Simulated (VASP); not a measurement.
Computed with PBE GGA, VASP's PBE PAW potentials (set 64) (plane waves; VASP).

VASP input:

**POSCAR**
```
Co
1.0
  1.2550000000  -2.1737240000   0.0000000000
  1.2550000000   2.1737240000   0.0000000000
  0.0000000000   0.0000000000   4.0700000000
Co
2
direct
  0.3333330000   0.6666670000   0.2500000000
  0.6666670000   0.3333330000   0.7500000000
```

File KPOINTS:
```
Automatic mesh
0
G
15 15 8
0 0 0
```

INCAR:
```
ALGO  =  Normal
AMIX  =  1.0
BMIX  =  1.0
EDIFF  =  1E-6
ENCUT  =  400
GGA  =  PE
IMIX  =  1
ISIF  =  2
ISMEAR  =  1
ISPIN  =  2
LASPH  =  .True.
LCHARG  =  .False.
LMAXMIX  =  4
LORBIT  =  10
LREAL  =  .False.
LWAVE  =  .False.
MAGMOM  =  2*1.8
NELM  =  100
PREC  =  Accurate
SIGMA  =  0.1
SYSTEM  =  Co
```

POTCAR, in this order: Co (PBE.64 set). Program: vasp_std.

Output of the run:

File OUTCAR:
```
 ion  position               nearest neighbor table
   1  0.333  0.667  0.250-   2 2.50   2 2.50   2 2.50   2 2.50   2 2.50   2 2.50
   2  0.667  0.333  0.750-   1 2.50   1 2.50   1 2.50   1 2.50   1 2.50   1 2.50
  LATTYP: Found a hexagonal cell.
 ALAT       =     2.5100002048
 C/A-ratio  =     1.6215138119
 Subroutine PRICEL returns:
 Original cell was already a primitive cell.
 Subroutine GETGRP returns: Found 24 space group operations
The static configuration has the point symmetry D_3d.
 The point group associated with its full space group is D_6h.
The dynamic configuration has the point symmetry D_3d.
The overall configuration has the point symmetry D_3d.
 Subroutine INISYM returns: Found 24 space group operations
 Subroutine IBZKPT returns following result:
 Found    135 irreducible k-points:

 Following reciprocal coordinates:
            Coordinates               Weight
  0.000000  0.000000  0.000000      1.000000
  0.066667  0.000000  0.000000      6.000000
  0.133333  0.000000  0.000000      6.000000
  0.200000  0.000000  0.000000      6.000000
  0.266667  0.000000  0.000000      6.000000
  0.333333  0.000000  0.000000      6.000000
  0.400000  0.000000  0.000000      6.000000
  0.466667  0.000000  0.000000      6.000000
  0.066667  0.066667  0.000000      6.000000
  0.133333  0.066667  0.000000     12.000000
  0.200000  0.066667  0.000000     12.000000
  0.266667  0.066667  0.000000     12.000000
  0.333333  0.066667  0.000000     12.000000
  0.400000  0.066667  0.000000     12.000000
  0.466667  0.066667  0.000000      6.000000
  0.133333  0.133333  0.000000      6.000000
  0.200000  0.133333  0.000000     12.000000
  0.266667  0.133333  0.000000     12.000000
  0.333333  0.133333  0.000000     12.000000
  0.400000  0.133333  0.000000     12.000000
  0.200000  0.200000  0.000000      6.000000
  0.266667  0.200000  0.000000     12.000000
  0.333333  0.200000  0.000000     12.000000
  0.400000  0.200000  0.000000      6.000000
  0.266667  0.266667  0.000000      6.000000
  0.333333  0.266667  0.000000     12.000000
  0.333333  0.333333  0.000000      2.000000
  0.000000  0.000000  0.125000      2.000000
  0.066667  0.000000  0.125000     12.000000
  0.133333  0.000000  0.125000     12.000000
  0.200000  0.000000  0.125000     12.000000
  0.266667  0.000000  0.125000     12.000000
  0.333333  0.000000  0.125000     12.000000
  0.400000  0.000000  0.125000     12.000000
  0.466667  0.000000  0.125000     12.000000
  0.066667  0.066667  0.125000     12.000000
  0.133333  0.066667  0.125000     24.000000
  0.200000  0.066667  0.125000     24.000000
  0.266667  0.066667  0.125000     24.000000
  0.333333  0.066667  0.125000     24.000000
   k-points           NKPTS =    135   k-points in BZ     NKDIM =    135   number of bands    NBANDS=     15
   number of dos      NEDOS =    301   number of ions     NIONS =      2
   total plane-waves  NPLWV =   7168
   dimension x,y,z NGX =    16 NGY =   16 NGZ =   28
   dimension x,y,z NGXF=    32 NGYF=   32 NGZF=   56
   ions per type =               2
   PREC   = accura    normal or accurate (medium, high low for compatibility)
   ISTART =      0    job   : 0-new  1-cont  2-samecut
   ICHARG =      2    charge: 1-file 2-atom 10-const
   ISPIN  =      2    spin polarized calculation?
   LNONCOLLINEAR =      F non collinear calculations
   LSORBIT =      F    spin-orbit coupling
   INIWAV =      1    electr: 0-lowe 1-rand  2-diag
   ENCUT  =  400.0 eV  29.40 Ry    5.42 a.u.   4.09  4.09  6.64*2*pi/ulx,y,z
   NELM   =    100;   NELMIN=  2; NELMDL= -5     # of ELM steps
   EDIFF  = 0.1E-05   stopping-criterion for ELM
...
```

### OSZICAR
```
       N       E                     dE             d eps       ncg     rms          rms(c)
DAV:   1     0.704617009309E+02    0.70462E+02   -0.70312E+03  8228   0.130E+03
DAV:   2    -0.143512451823E+02   -0.84813E+02   -0.78472E+02  8114   0.237E+02
DAV:   3    -0.161493820203E+02   -0.17981E+01   -0.17511E+01  9738   0.483E+01
DAV:   4    -0.161780553721E+02   -0.28673E-01   -0.28668E-01 11716   0.462E+00
DAV:   5    -0.161782561161E+02   -0.20074E-03   -0.20074E-03  9921   0.369E-01    0.145E+01
DAV:   6    -0.291400562763E+02   -0.12962E+02   -0.90558E+01  8310   0.192E+02    0.373E+01
DAV:   7    -0.645928758062E+02   -0.35453E+02   -0.77523E+02  8310   0.341E+02    0.684E+01
DAV:   8    -0.255104105627E+03   -0.19051E+03   -0.20769E+03  8254   0.978E+02    0.183E+02
DAV:   9    -0.327979355373E+03   -0.72875E+02   -0.37371E+03  8597   0.427E+02    0.143E+02
DAV:  10     0.443625816363E+03    0.77161E+03   -0.67621E+03  8689   0.109E+03    0.322E+02
DAV:  11     0.120211721504E+04    0.75849E+03   -0.10027E+04 10174   0.488E+02    0.623E+02
```

### stdout
```
 POSCAR found type information on POSCAR Co
 POSCAR found :  1 types and       2 ions
 Reading from existing POTCAR
 Reading from existing POTCAR
 LDA part: xc-table for (Slater+PW92), standard interpolation
 POSCAR, INCAR and KPOINTS ok, starting setup
 WAVECAR not read
 entering main loop
       N       E                     dE             d eps       ncg     rms          rms(c)
DAV:   1     0.704617009309E+02    0.70462E+02   -0.70312E+03  8228   0.130E+03
DAV:   2    -0.143512451823E+02   -0.84813E+02   -0.78472E+02  8114   0.237E+02
DAV:   3    -0.161493820203E+02   -0.17981E+01   -0.17511E+01  9738   0.483E+01
DAV:   4    -0.161780553721E+02   -0.28673E-01   -0.28668E-01 11716   0.462E+00
DAV:   5    -0.161782561161E+02   -0.20074E-03   -0.20074E-03  9921   0.369E-01    0.145E+01
DAV:   6    -0.291400562763E+02   -0.12962E+02   -0.90558E+01  8310   0.192E+02    0.373E+01
DAV:   7    -0.645928758062E+02   -0.35453E+02   -0.77523E+02  8310   0.341E+02    0.684E+01
DAV:   8    -0.255104105627E+03   -0.19051E+03   -0.20769E+03  8254   0.978E+02    0.183E+02
DAV:   9    -0.327979355373E+03   -0.72875E+02   -0.37371E+03  8597   0.427E+02    0.143E+02
DAV:  10     0.443625816363E+03    0.77161E+03   -0.67621E+03  8689   0.109E+03    0.322E+02
DAV:  11     0.120211721504E+04    0.75849E+03   -0.10027E+04 10174   0.488E+02    0.623E+02

 -----------------------------------------------------------------------------
|                     _     ____    _    _    _____     _                     |
|                    | |   |  _ \  | |  | |  / ____|   | |                    |
|                    | |   | |_) | | |  | | | |  __    | |                    |
|                    |_|   |  _ <  | |  | | | | |_ |   |_|                    |
|                     _    | |_) | | |__| | | |__| |    _                     |
|                    (_)   |____/   \____/   \_____|   (_)                    |
|                                                                             |
|                                                                             |
|      internal error in RAD_INT: RHOPS /= RHOAE                              |
|                                                                             |
|     If you are not a developer, you should not encounter this problem.      |
|     Please submit a bug report.                                             |
|                                                                             |
 -----------------------------------------------------------------------------
```

VASP stops with an error: internal error in RAD_INT: RHOPS /= RHOAE If you are not a developer, you should not encounter this problem. Please submit a bug report.

The compound is Co in the hcp structure. The cell was not relaxed at this level. The run is one of a series of settings (AMIX = 1.0, BMIX = 1.0, IMIX = 1 against the base run), some of them coarse on purpose.
